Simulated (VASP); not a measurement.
Given:

```xyz
2
Lattice="0.0000 3.1203 3.1203 3.1203 0.0000 3.1203 3.1203 3.1203 0.0000" Properties=species:S:1:pos:R:3 pbc="T T T"
K      0.0000     0.0000     0.0000
Cl     3.1203     3.1203     3.1203
```

Computed with MS2 meta-GGA, VASP's PBE PAW potentials (set 64) (plane waves; VASP). Settings: 520 eV cut-off, 7×7×7 Γ-centred mesh, Gaussian smearing of 0.050 eV, potentials K_sv Cl.

### Question
What does the run give for the energy per atom (σ→0), band gap (on the k-mesh) with the smallest direct gap where there is one?

### Answer

| Quantity | Result |
|---|---|
| band gap (on the k-mesh) | 5.93 eV |
| smallest direct gap (on the k-mesh) | 5.93 eV |
| energy per atom (σ→0) | -8.612 eV/atom |

Total energies compare only between runs with the same potentials, cut-off and functional.

The compound is KCl in the rock salt structure. This cell is one point of a volume scan, at 0.97 of the reference volume.
